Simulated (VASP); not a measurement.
## Tm (hcp): computed properties

All values below come from r2SCAN meta-GGA, VASP's PBE PAW potentials (set 64) (plane waves; VASP 6.6.1).

```yaml
space_group: P6_3/mmc (194)
cell: a = b = 3.556 Å, c = 5.522 Å, α = β = 90.00°, γ = 120.00°
volume_per_atom: 30.24 Å³/atom
band gap (over mesh and band path): none (metal, semimetal or under 0.01 eV)
band_gap_with_spin_orbit_coupling: none (metallic)
density: 9.28 g/cm³
```

```xyz
2
Lattice="1.7782 -3.0800 0.0000 1.7782 3.0800 0.0000 0.0000 0.0000 5.5223" Properties=species:S:1:pos:R:3 pbc="T T T"
Tm     1.7782     1.0267     1.3806
Tm     1.7782    -1.0267     4.1417
```

Measured: a 3.538 Å at 293 K (computed value off by +0.5 %), c 5.554 Å at 293 K (computed value off by -0.6 %), as given by Wikipedia, Thulium (infobox). The calculation is for a static lattice, while the measured a, c hold thermal and zero-point effects, which are part of the difference. The 4f electrons are frozen in the core of the lanthanide potential, so 4f levels, which can set the real gap, and their magnetism are missing.

The compound is Tm in the hcp structure. It was relaxed first. Symmetry was kept, so distortions that lower it aren't found.
